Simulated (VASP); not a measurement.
Set up this calculation in VASP 6.6.1, as the native input.

```yaml
Task: relaxation of cell and atoms
Functional: PBE
Potentials_or_basis: VASP PAW PBE potentials, release 64 (Pt)
Cutoff: 350 eV
k_mesh: 18 × 18 × 18
Occupations: gaussian, width 0.1 eV
Spin: no spin polarisation
Further_INCAR_settings: ALGO = Normal; EDIFF = 1e-07; IBRION = 2; EDIFFG = -0.002; NSW = 80; ISIF = 3
```

The structure of Pt lies in POSCAR:

```
Pt                                      
1.0
    0.0000000000      1.9818389122      1.9818389122
    1.9818389122      0.0000000000      1.9818389122
    1.9818389122      1.9818389122     -0.0000000000
  Pt            
     1
Direct
     0.0000000000000000    0.0000000000000000    0.0000000000000000
```

One way to write it, as run:

INCAR

```
PREC     = Accurate       # precision mode
ENCUT    = 350            # plane-wave cutoff, eV
EDIFF    = 1E-7           # SCF threshold, eV
ISMEAR   = 0              # smearing method
SIGMA    = 0.1            # smearing width, eV
LREAL    = F              # projectors in reciprocal space
LASPH    = T              # aspherical terms in the spheres
NELM     = 60             # most SCF steps
ALGO     = Normal         # electronic algorithm
ISIF     = 3              # what is computed and relaxed
LWAVE    = F              # write WAVECAR
LCHARG   = F              # write CHGCAR
GGA      = PE             # functional
IBRION   = 2              # ionic algorithm
NSW      = 80             # ionic steps
EDIFFG   = -0.002         # ionic threshold
```

KPOINTS

```
regular mesh
0
Gamma
  18 18 18
```

Potentials or basis: VASP PAW PBE potentials, release 64 (Pt).

Command:

```bash
$ cat potpaw_PBE.64/Pt/POTCAR > POTCAR
$ mpirun -np 1 vasp_std > vasp.out
```

It gave:

```
Relaxed volume                         : 15.57 Å³/atom
Relaxed cell                           : a = 2.803 Å, b = 2.803 Å, c = 2.803 Å, α = 60.00°, β = 60.00°, γ = 60.00°
Space group after relaxing (to 0.05 Å) : Fm-3m (No. 225)
Energy gained by relaxing              : 0.0 meV/atom
Ionic steps                            : 3
Pressure after relaxing                : 0.0 GPa
Band gap on the k mesh                 : none (metal or under the smearing width)
```

It used 56 s of CPU time on 1 thread of Intel(R) Xeon(R) Platinum 8175M CPU @ 2.50GHz (Skylake/Cascade Lake), on a shared host, which was overloaded at the time.
